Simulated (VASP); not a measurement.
Band gaps of ZnS (wurtzite) from VASP (PAW), without and with spin-orbit coupling. Semilocal levels are at their own relaxed cell, hybrids and mBJ at PBE's; 0.00 means no gap at that level.

The cell of the LDA run:

ZnS is modelled in the hexagonal space group P6₃mc (No. 186), the wurtzite structure, Pearson symbol hP4. Conventional cell: a = 3.743 Å, b = 3.743 Å, c = 6.132 Å, α = 90.00°, β = 90.00°, γ = 120.00°. Zn on 2b is coordinated by 4 S at 2.293–2.298 Å (tetrahedral). S on 2b is surrounded by 4 Zn at 2.293–2.298 Å (tetrahedral). (Neighbours: up to the widest gap in distance over summed covalent radii, below 1.35, at either atom; cation-cation and far metal-metal contacts left out.)

```json
[
 {"level": "LDA", "gap without SOC (eV)": "2.23", "gap with SOC (eV)": "?", "shift (eV)": "?"},
 {"level": "PBEsol", "gap without SOC (eV)": "2.17", "gap with SOC (eV)": "?", "shift (eV)": "?"}
]
```

Question: Some entries are withheld; supply them.

Answer: 
- LDA, gap with SOC (eV): 2.21
- LDA, shift (eV): -0.02
- PBEsol, gap with SOC (eV): 2.15
- PBEsol, shift (eV): -0.02

Only levels that ran to the end are used. Left out are those held back, those with too coarse a band path, GW runs whose mesh misses a band edge, hybrids' fits of cells that aren't cubic and levels without matching references; a question may draw on a part of the rest.

The compound is ZnS in the wurtzite structure, the high-temperature form.
